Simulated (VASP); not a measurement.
Here is the system:

```
CELL_PARAMETERS angstrom
      2.84941     0.00000     0.00000
      0.00000     2.84941     0.00000
      0.00000     0.00000     2.84941
ATOMIC_POSITIONS crystal
  Al 0.50000 0.50000 0.50000
  Co 0.00000 0.00000 0.00000
```

Method: revTPSS meta-GGA, VASP's PBE PAW potentials (set 64) (plane waves; VASP 6.6.1). Numerical set-up: 520 eV cut-off, 13×13×13 Γ-centred mesh, first-order Methfessel-Paxton smearing of 0.10 eV, potentials Al Co.

Q: What does the run give for the energy per atom (σ→0), pressure, band gap (on the k-mesh) with the smallest direct gap where there is one?

A: 
```yaml
band gap (on the k-mesh): none (metal, semimetal or under 0.01 eV)
energy per atom (σ→0): -5.232 eV/atom
pressure: -5.52 GPa
```

The compound is CoAl in the CsCl type structure. This cell is one point of a volume scan, at 1.03 of the reference volume. The run is not spin-polarised, so no magnetic state was tried.
